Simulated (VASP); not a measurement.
Consider the following.

```xyz
1
Lattice="-2.6400 2.6400 2.6400 2.6400 -2.6400 2.6400 2.6400 2.6400 -2.6400" Properties=species:S:1:pos:R:3 pbc="T T T"
K      0.0000     0.0000     0.0000
```

All values below come from SCAN meta-GGA, VASP's PBE PAW potentials (set 64) (plane waves; VASP 6.6.1). Settings: 520 eV cut-off, 9×9×9 Γ-centred mesh, first-order Methfessel-Paxton smearing of 0.10 eV, potentials K_sv.

Task: The ions, cell shape and volume are relaxed. Predict the relaxed structure.

Result: 
```xyz
1
Lattice="-2.6530 2.6530 2.6530 2.6530 -2.6530 2.6530 2.6530 2.6530 -2.6530" Properties=species:S:1:pos:R:3 pbc="T T T"
K      0.0000     0.0000     0.0000
```
Space group Im-3m (229), at a tolerance of 0.03 Å.

Task: How do energy and volume change from the first to the last step?

Result: The energy (σ→0) changes by -0.2 meV/atom and the volume by +1.5 %, in 3 ionic steps.

The compound is K in the bcc structure. This run relaxes it. Symmetry was kept, so distortions that lower it aren't found.
